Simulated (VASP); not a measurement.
K (bcc): the bulk modulus from VASP (plane waves, PAW) at several levels of theory. Static lattice, third-order Birch-Murnaghan fit over five volumes.

| level | bulk modulus (GPa) | error against measurement |
|---|---|---|
| LDA | 4.5 | +20.0 % |
| PBE | 3.6 | -4.3 % |
| PBEsol | 3.7 | -1.1 % |
| SCAN | 3.4 | -10.1 % |
| r2SCAN | 3.4 | -8.8 % |

Measured: 3.8 GPa at 0 K (as given by H. Levämäki et al., Physical Review B (2014), arXiv:1402.3671; corrected for temperature and zero-point phonon effects).

The cell of the LDA run:

K is taken in the cubic space group Im-3m (No. 229), the bcc (W type) structure, Pearson symbol cI2. Cell: a = b = c = 5.0456 Å, α = β = γ = 90.00°. K on 2a is coordinated by 8 K at 4.370 Å and 6 K at 5.046 Å. (Neighbours: up to the widest gap in distance over summed covalent radii, below 1.35, at either atom.)
(The calculation used a cell of 1 atom; values per cell refer to that cell.)

Only levels that ran to the end are used. Left out are those held back, those with too coarse a band path, GW runs whose mesh misses a band edge, hybrids' fits of cells that aren't cubic and levels without matching references; a question may draw on a part of the rest.

The compound is K in the bcc structure.
